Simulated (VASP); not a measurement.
Level of theory: vdW-DF-cx, VASP's PBE PAW potentials (set 64) (plane waves; VASP).

A VASP calculation is set up with these files.

File POSCAR:
```
Pb
1
    0.0000000000     2.4422492428     2.4422492428
    2.4422492428     0.0000000000     2.4422492428
    2.4422492428     2.4422492428     0.0000000000
Pb
1
Direct
  0.0000000000   0.0000000000   0.0000000000
```

### KPOINTS
```
Automatic
0
G
13 13 13
0 0 0
```

### INCAR
```
! general
SYSTEM  =Pb
PREC    =Accurate
ENCUT   =520
LREAL   =.FALSE.   ! projection in real space or not
LASPH   =.TRUE.

! electronic loop
EDIFF   =1E-7
NELM    =100
ALGO    =Normal   ! blocked Davidson
LMAXMIX =4

! smearing
ISMEAR  =1   ! Methfessel-Paxton
SIGMA   =0.1

! functional
GGA     =CX
LUSE_VDW=.TRUE.
AGGAC   =0.0

! ions
ISIF    =2

! output
LWAVE   =.FALSE.
LCHARG  =.FALSE.
```

POTCAR, in this order: Pb_d (PBE.64 set). Program: vasp_std.

Unless said otherwise, spin-orbit coupling is left out, though it shifts the bands of the heavy elements here.

What does the run give for the energy per atom (σ→0), pressure, band gap (on the k-mesh)?

```
Property                                                     Value
------------------------  ----------------------------------------
energy per atom (σ→0)                                -538 meV/atom
band gap (on the k-mesh)  none (metal, semimetal or under 0.01 eV)
pressure                                                 16.5 kbar
```

**OSZICAR**
```
...
DAV:   5    -0.554077746312E+00   -0.46582E-02   -0.46581E-02  2298   0.254E+00    0.594E-01
DAV:   6    -0.541786440525E+00    0.12291E-01   -0.18569E-02  2262   0.265E+00    0.279E-01
DAV:   7    -0.538612273463E+00    0.31742E-02   -0.76649E-03  2166   0.161E+00    0.821E-02
DAV:   8    -0.538419981688E+00    0.19229E-03   -0.40630E-04  2604   0.405E-01    0.112E-02
DAV:   9    -0.538415456976E+00    0.45247E-05   -0.11807E-05  2245   0.726E-02    0.498E-03
DAV:  10    -0.538415058075E+00    0.39890E-06   -0.97136E-07  2019   0.102E-02    0.186E-04
DAV:  11    -0.538415039613E+00    0.18462E-07   -0.21031E-08  1218   0.166E-03
   1 F= -.53841504E+00 E0= -.53845606E+00  d E =0.123056E-03
```

The compound is Pb in the fcc structure. This cell is one point of a volume scan, at 0.97 of the reference volume.
